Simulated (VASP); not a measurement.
A convergence study with VASP on IrO₂ (rutile): one setting is varied, all else stays as given below, so the limit is that of these other settings.

```yaml
crystal:
  lattice:
    - [4.50000, 0.00000, 0.00000]
    - [0.00000, 4.50000, 0.00000]
    - [0.00000, 0.00000, 3.15000]
  atoms:
    - { symbol: Ir, position: [0.00000, 0.00000, 0.00000] }
    - { symbol: Ir, position: [0.50000, 0.50000, 0.50000] }
    - { symbol: O, position: [0.30800, 0.30800, 0.00000] }
    - { symbol: O, position: [0.80800, 0.19200, 0.50000] }
    - { symbol: O, position: [0.19200, 0.80800, 0.50000] }
    - { symbol: O, position: [0.69200, 0.69200, 0.00000] }
```

Computed with PBE GGA, VASP's PBE PAW potentials (set 64) (plane waves; VASP 6.6.1). The tightest run used: 700 eV cut-off, 11×11×15 Monkhorst-Pack mesh, first-order Methfessel-Paxton smearing of 0.10 eV, potentials Ir O.

| setting | E (eV/atom) | pressure (GPa) | irreducible k-points |
|---|---|---|---|
| 1×1×1 mesh | -7.2595 | -11.55 | 1 |
| 1×1×2 mesh | -6.9873 | 8.18 | 1 |
| 2×2×3 mesh | -7.0529 | 8.41 | 2 |
| 3×3×4 mesh | -7.0331 | 9.01 | 6 |
| 4×4×5 mesh | -7.0366 | 8.97 | 9 |
| 4×4×6 mesh | -7.0375 | 8.96 | 9 |
| 5×5×7 mesh | -7.0350 | 8.99 | 24 |

Q: These are the cheaper rows. Estimate the results at 11×11×15 mesh, and how far the last row shown lies from them.

A: 
```json
[
 {"quantity": "E (eV/atom)", "tightest run": "-7.0381", "last row shown is off by": "0.0031"},
 {"quantity": "pressure (GPa)", "tightest run": "8.92", "last row shown is off by": "0.07"}
]
```

Left out are rungs that failed or repeat a setting and relaxations that didn't move; long series are thinned to 24 rows.

The compound is IrO2 in the rutile structure. The cell was not relaxed at this level.
